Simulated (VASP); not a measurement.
Data:

```yaml
crystal:
  lattice:
    - [4.04128, 0.00000, 0.00000]
    - [-2.02064, 3.49985, 0.00000]
    - [0.00000, 0.00000, 6.77500]
  atoms:
    - { symbol: Na, position: [0.33333, 0.66667, 0.97445] }
    - { symbol: Li, position: [0.66667, 0.33333, 0.66490] }
    - { symbol: Cd, position: [0.00000, 0.00000, 0.37917] }
    - { symbol: S, position: [0.66667, 0.33333, 0.23778] }
    - { symbol: S, position: [0.00000, 0.00000, 0.74370] }
```

Method: LDA (Ceperley-Alder, Perdew-Zunger), VASP's LDA PAW potentials (set 64) (plane waves; VASP). Run with 520 eV cut-off, 7×7×4 Γ-centred mesh, tetrahedra with Blöchl corrections, potentials Na_pv Li_sv Cd S.

The cores are frozen, which limits the accuracy of field gradients.

### Question
Give the principal components of the electric field gradient (V/Å²) and the asymmetry η at each nucleus.

### Answer

```
atom    Vxx    Vyy    Vzz     η
----  -----  -----  -----  ----
Na1    -0.4   -0.4    0.7  0.01
Li2    -0.7   -0.6    1.3  0.01
Cd3    22.7   22.7  -45.3  0.00
S4     21.7   21.7  -43.3  0.00
S5    -41.4  -41.4   82.8  0.00
```

The structure comes from a computed database's NaLiCdS2 entry (P3m1); how it stands against other phases isn't given here. It was relaxed first, which changed the volume by -9 %.
